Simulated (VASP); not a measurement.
Take CuAu (L1_0), against free atoms with fixed spin and no zero-point term, in VASP with PAW potentials, and its cohesive energy.

Question: One run gives 3.32 eV/atom. Which level is it?
A. PBEsol
B. LDA
C. PBE
D. SCAN

Answer: C, PBE.  The others give 3.83 (SCAN), 3.94 (PBEsol), 4.47 (LDA).

Only levels that ran to the end are used. Left out are those held back, those with too coarse a band path, GW runs whose mesh misses a band edge, hybrids' fits of cells that aren't cubic and levels without matching references; a question may draw on a part of the rest.
